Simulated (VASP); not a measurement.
# A VASP study of Ruthenium (PBE + D3(BJ)): structure first, properties next, part 4 of 4

Aim: relax Ruthenium with PBE + D3(BJ), compute its properties on that cell and hold them against experiment. The start is a cell from a database of measured crystal structures.

VASP 6.6.1; PBE with D3(BJ); plane waves and PAW (Ru_pv).

Still holding for the runs below: The k-mesh is coarse for a metal.

So far. Step 6 (Density of states (PBE + D3(BJ))): The finer mesh and the other smearing move the Fermi level by +0.08 eV from the 11×11×6 run, one measure of the sampling error in the zero of the bands above. Of the states within 0.3 eV of the Fermi level, the largest shares in the PAW spheres are Ru d 87 %. The rest lies in smaller channels or between the spheres. The relaxed cell has a = 2.694, c = 4.266 Å (conventional setting).

**8. Electric field gradients (PBE + D3(BJ))**

Field gradients probe how far the charge around each nucleus departs from cubic symmetry; LASPH keeps the non-spherical terms inside the spheres.

INCAR

```
SYSTEM = Ru
PREC = Accurate
ENCUT = 400
EDIFF = 1E-07
NELM = 100
ISMEAR = 1
SIGMA = 0.2
LREAL = .FALSE.
ALGO = Normal
GGA = PE
IVDW = 12
NBANDS = 20
LASPH = .TRUE.
LORBIT = 11
LWAVE = .FALSE.
LCHARG = .FALSE.
KPAR = 2
LEFG = .TRUE.
```

POSCAR

```
Ru
1.0
    2.6936568683      0.0000000000      0.0000000000
   -1.3468284342      2.3327752771      0.0000000000
    0.0000000000      0.0000000000      4.2656651214
Ru
2
Direct
    0.3333333333      0.6666666667      0.2500000000
    0.6666666667      0.3333333333      0.7500000000
```

KPOINTS

```
Automatic mesh
0
Gamma
11 11 6
0 0 0
```

PAW data sets: Ru_pv (PBE family, release 64).

Launch:

```console
$ mpirun -np 2 vasp_std
```

Log:

```text
[... set-up lines as in an earlier step ...]
 entering main loop
       N       E                     dE             d eps       ncg     rms          rms(c)
DAV:   1     0.247174160827E+03    0.24717E+03   -0.15558E+04  2568   0.129E+03
DAV:   2    -0.147209310304E+02   -0.26190E+03   -0.25415E+03  2656   0.414E+02
DAV:   3    -0.197236005117E+02   -0.50027E+01   -0.49634E+01  2952   0.639E+01
DAV:   4    -0.197633312920E+02   -0.39731E-01   -0.39690E-01  3284   0.547E+00
DAV:   5    -0.197640508717E+02   -0.71958E-03   -0.71729E-03  2936   0.586E-01    0.183E+01
DAV:   6    -0.185246808568E+02    0.12394E+01   -0.28366E+00  2892   0.170E+01    0.511E+00
DAV:   7    -0.184423587097E+02    0.82322E-01   -0.45707E-01  2968   0.526E+00    0.111E+00
DAV:   8    -0.184359449474E+02    0.64138E-02   -0.23395E-02  2840   0.112E+00    0.377E-01
DAV:   9    -0.184352910414E+02    0.65391E-03   -0.18103E-03  2948   0.468E-01    0.371E-02
DAV:  10    -0.184352863594E+02    0.46820E-05   -0.16959E-04  2856   0.131E-01    0.326E-02
DAV:  11    -0.184352809525E+02    0.54069E-05   -0.18340E-05  2924   0.410E-02    0.134E-03
DAV:  12    -0.184352808090E+02    0.14350E-06   -0.22943E-07  2448   0.422E-03    0.107E-03
DAV:  13    -0.184352808094E+02   -0.38699E-09   -0.13904E-08  1800   0.121E-03
ion   1
     0.0000000    -0.0000000    -0.0000000    -0.4819812    -0.0000000    -0.0000000
     0.0000541    -0.0000000    -0.0000000    -0.4819812    -0.0000000    -0.0000000
     0.0000746    -0.0000000    -0.0000000    -0.4819811    -0.0000000    -0.0000000
     0.0001027    -0.0000000    -0.0000000    -0.4819811    -0.0000000    -0.0000000
     0.0001414    -0.0000000    -0.0000000    -0.4819811    -0.0000000    -0.0000000

     0.0000000    -0.0000004    -0.0000000     9.7571202    -0.0000000    -0.0000006
     0.0000541    -0.0000004    -0.0000000     9.7555569    -0.0000000    -0.0000006
     0.0000746    -0.0000004    -0.0000000     9.7547216    -0.0000000    -0.0000006
     0.0001027    -0.0000004    -0.0000000     9.7533910    -0.0000000    -0.0000006
     0.0001414    -0.0000004    -0.0000000     9.7512811    -0.0000000    -0.0000006

ion   2
     0.0000000    -0.0000000     0.0000000    -0.4819812    -0.0000000    -0.0000000
     0.0000541    -0.0000000     0.0000000    -0.4819812    -0.0000000    -0.0000000
     0.0000746    -0.0000000     0.0000000    -0.4819811    -0.0000000    -0.0000000
     0.0001027    -0.0000000     0.0000000    -0.4819811    -0.0000000    -0.0000000
     0.0001414    -0.0000000     0.0000000    -0.4819811    -0.0000000    -0.0000000

     0.0000000    -0.0000004     0.0000000     9.7571202    -0.0000000    -0.0000006
     0.0000541    -0.0000004     0.0000000     9.7555569    -0.0000000    -0.0000006
     0.0000746    -0.0000004     0.0000000     9.7547216    -0.0000000    -0.0000006
     0.0001027    -0.0000004     0.0000000     9.7533910    -0.0000000    -0.0000006
     0.0001414    -0.0000004     0.0000000     9.7512811    -0.0000000    -0.0000006

   1 F= -.19700417E+02 E0= -.19699511E+02  d E =-.271665E-02
```

The job ended after 8.4 s (2 MPI ranks of Intel Xeon Platinum 8488C (Sapphire Rapids), shared host; peak memory 0.29 GiB).

OUTCAR, selected parts (step 8):

```text
   NELECT =      28.0000    total number of electrons

 E-fermi :  13.0026

 k-point     1 :       0.0000    0.0000    0.0000
  band No.  band energies     occupation
    ...
     11      10.6056      2.00000
     12      11.1282      2.00000
     13      11.1282      2.00000
     14      11.6696      2.00000
     15      11.6696      2.00000
     16      14.2860     -0.00000
     17      14.2860     -0.00000
     18      14.3795     -0.00000
     19      23.4530      0.00000
     20      23.4988      0.00000

 Edisp (eV)   -1.26514

  Total       0.00944     0.00944     0.00093    -0.00000     0.00000     0.00000
  in kB       0.56411     0.56411     0.05573    -0.00000     0.00000     0.00000
  external pressure =        0.39 kB  Pullay stress =        0.00 kB

 POSITION                                       TOTAL-FORCE (eV/Angst)
 -----------------------------------------------------------------------------------
     -0.00000      1.55518      1.06642        -0.000000      0.000000      0.000000
      1.34683      0.77759      3.19925         0.000000     -0.000000      0.000000
 -----------------------------------------------------------------------------------
    total drift:                               -0.000000      0.000000     -0.000000

  FREE ENERGIE OF THE ION-ELECTRON SYSTEM (eV)
  ---------------------------------------------------
  free  energy   TOTEN  =       -19.7004167852 eV

  energy  without entropy=      -19.6977001380  energy(sigma->0) =      -19.69951124

 Electric field gradients after diagonalization (V/A^2)
 (convention: |V_zz| > |V_xx| > |V_yy|)
----------------------------------------------------------------------
 ion       V_xx      V_yy      V_zz     asymmetry (V_yy - V_xx)/ V_zz
----------------------------------------------------------------------
   1       6.095     6.094   -12.189       0.000
   2       6.095     6.094   -12.189       0.000
----------------------------------------------------------------------

[... 11 parts as in an earlier step ...]

[... 6 further parts left out ...]
```

This step gave:

- SCF cycles: 13
- irreducible k-points: 64
- free energy (TOTEN): -19.70 eV
- Fermi energy: 13.00 eV
- pressure: 0.03947 GPa

Electric field gradients, by row:

```tsv
atom	Vxx (V/Å²)	Vyy (V/Å²)	Vzz (V/Å²)	asymmetry
Ru1	6.095	6.094	-12.19	0
Ru2	6.095	6.094	-12.19	0
```

The largest gradient, -12.19 V/Å², sits on Ru1 and like sites; times the quadrupole moment of a nucleus that has one, it gives the coupling that NMR and NQR see.

**9. Outcome**

- relaxed volume: 13.40 Å³/atom
- relaxed conventional cell a, b, c: 2.694, 2.694, 4.266 Å; angles 90.0, 90.0, 120.0°
- space group after relaxing, within 0.02 Å: P6_3/mmc (No. 194)
- band gap: none, a metal
- DOS at the Fermi level: 1.65 states/eV/cell
- highest zone-centre mode: 267 cm⁻¹
- largest field gradient Vzz: -12.19 V/Å² on Ru1

In words: With PBE + D3(BJ), Ruthenium relaxes to 13.40 Å³/atom in space group P6_3/mmc (held by the symmetry of the run) and comes out as a metal. Against the listed cell the volume lies -1.3 % (a -0.4 %, c -0.4 %). Band structure (PBE + D3(BJ)): Of the bands kept, 4 cross the Fermi level on this path. Vibrations at Γ (PBE + D3(BJ)): The highest mode in this list at Γ lies at 266.6 cm⁻¹. Spin-orbit coupling is left out; it would split some degenerate bands. The k-sampling is coarse for a metal, so the Fermi level, pressures and the shape of the cell carry errors. Modes at Γ alone can't show that the crystal is stable at other wave vectors. No search among competing phases was made. All values are for a static lattice at zero temperature.

Computed beside measured:

```
              quantity                         measured  PBE with D3(BJ)
lattice constant a (Å)                            2.706   2.694 (-0.5 %)
lattice constant c (Å)  not in our table of this source            4.266
```

Measured values from pmc:11283461 (2024).

Verdict: The lattice constant a is off by -0.5 %: good agreement. The grades are ours: good and fair within 0.7 and 1.5 % for the lattice constant a. Zero-point motion and thermal expansion are not in the computed lattice constants.

[Lines on the potential files, build, host, timing and source positions are cut from VASP's logs without a mark.]

[Logs are printed without paths, hosts, clocks, repeated set-up lines and the standing remarks that a program may print on its own settings, such as how far it seeks lower states.]

[Hosts, paths, dates, database ids (printed as entryN), source tags and the programs' standing remarks are cut or masked in the printed files.]

[A measured line is paired with the nearest computed mode of its activity, which favours agreement.]

[In band tables of VASP the shares of atoms and orbitals are scaled to a sum of 1 inside the atoms' spheres.]
